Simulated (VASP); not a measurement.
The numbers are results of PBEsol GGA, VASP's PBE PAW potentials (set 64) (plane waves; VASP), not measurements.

VASP input:

POSCAR:
```
CuF
1
    2.5480032096     0.0000000000     0.0000000000
   -1.2740016048     2.2066356887    -0.0000000000
   -0.0000000000     0.0000000000     6.7112101780
Cu F
2 2
Direct
  0.3333330000   0.6666670000   0.0492338491
  0.6666670000   0.3333330000   0.5492338491
  0.3333330000   0.6666670000   0.3257661509
  0.6666670000   0.3333330000   0.8257661509
```

INCAR:
```
# general
SYSTEM   =  CuF
PREC     =  Accurate
ENCUT    =  620
LREAL    =  .FALSE.
LASPH    =  .TRUE.

# electronic loop
EDIFF    =  1E-6
NELM     =  100
ALGO     =  Normal
LMAXMIX  =  4

# smearing
ISMEAR   =  0
SIGMA    =  0.05

# functional
GGA      =  PS

# ions
IBRION   =  2
NSW      =  40
ISIF     =  3
EDIFFG   =  -0.02
PSTRESS  =  200

# output
LWAVE    =  .FALSE.
LCHARG   =  .FALSE.
```

KPOINTS:
```
Automatic mesh
0
G
10 10 4
```

POTCAR, in this order: Cu F (PBE.64 set). Program: vasp_std.

What VASP printed:

### OSZICAR
```
       N       E                     dE             d eps       ncg     rms          rms(c)
DAV:   1     0.371485536081E+03    0.37149E+03   -0.20456E+04  1936   0.310E+03
DAV:   2     0.302707730174E+02   -0.34121E+03   -0.32496E+03  1918   0.511E+02
DAV:   3    -0.166410246222E+02   -0.46912E+02   -0.45634E+02  2364   0.218E+02
DAV:   4    -0.179533940964E+02   -0.13124E+01   -0.13083E+01  2336   0.377E+01
DAV:   5    -0.179684351017E+02   -0.15041E-01   -0.15040E-01  2448   0.369E+00    0.111E+01
DAV:   6    -0.166024016893E+02    0.13660E+01   -0.18950E+01  2690   0.107E+02    0.707E+00
DAV:   7    -0.156754601743E+02    0.92694E+00   -0.43262E+00  2320   0.708E+01    0.193E+00
DAV:   8    -0.156785649462E+02   -0.31048E-02   -0.40180E-01  2610   0.581E+00    0.968E-01
DAV:   9    -0.156590008532E+02    0.19564E-01   -0.18425E-02  2692   0.315E+00    0.176E-01
DAV:  10    -0.156590568531E+02   -0.56000E-04   -0.71961E-03  2874   0.132E+00    0.105E-01
DAV:  11    -0.156589006752E+02    0.15618E-03   -0.59519E-04  2970   0.533E-01    0.254E-02
DAV:  12    -0.156589080924E+02   -0.74172E-05   -0.14170E-04  2750   0.167E-01    0.104E-02
DAV:  13    -0.156589070076E+02    0.10848E-05   -0.42487E-06  1828   0.481E-02    0.103E-03
DAV:  14    -0.156589070046E+02    0.30304E-08   -0.47379E-07   996   0.105E-02
   1 F= -.10948582E+02 E0= -.10948514E+02  d E =-.109486E+02
```

**OUTCAR**
```
------------------------ aborting loop because EDIFF is reached ----------------------------------------
  FORCE on cell =-STRESS in cart. coord.  units (eV):
  Direction    XX          YY          ZZ          XY          YZ          ZX
  --------------------------------------------------------------------------------------
  Total        4.7429593      4.7429601      4.7047524      0.0000000     -0.0000000     -0.0000000
  in kB      201.3856552    201.3856881    199.7633943      0.0000000     -0.0000000     -0.0000000
  external PRESSURE =       0.8449126 kB  Pullay stress =     200.0000000 kB
  volume of cell :       37.73
      direct lattice vectors                 reciprocal lattice vectors
     2.548003210  0.000000000  0.000000000     0.392464184  0.226589284  0.000000000
    -1.274001605  2.206635689  0.000000000     0.000000000  0.453178567  0.000000000
     0.000000000  0.000000000  6.711210178     0.000000000  0.000000000  0.149004423
 POSITION                                       TOTAL-FORCE (eV/Angst)
 -----------------------------------------------------------------------------------
     -0.00000      1.47109      0.33042         0.000000     -0.000000      0.000555
      1.27400      0.73554      3.68602         0.000000      0.000000      0.000555
     -0.00000      1.47109      2.18629         0.000000     -0.000000     -0.000555
      1.27400      0.73554      5.54189        -0.000000      0.000000     -0.000555
 -----------------------------------------------------------------------------------
    total drift:                               -0.002222      0.001282      0.000608
  FREE ENERGIE OF THE ION-ELECTRON SYSTEM (eV)
  ---------------------------------------------------
  free  energy   TOTEN  =       -15.6589070046 eV

  energy  without entropy=      -15.6587711673  energy(sigma->0) =      -15.65883909
  enthalpy is  TOTEN    =       -10.9485821284 eV   P V=        4.7103248761

 reached required accuracy - stopping structural energy minimisation
```
(Selected blocks of OUTCAR.)

The structure was generated: CuF was put into the wurtzite type (P6_3mc), which need not be its known phase. It was relaxed first under an external pressure of 20 GPa.
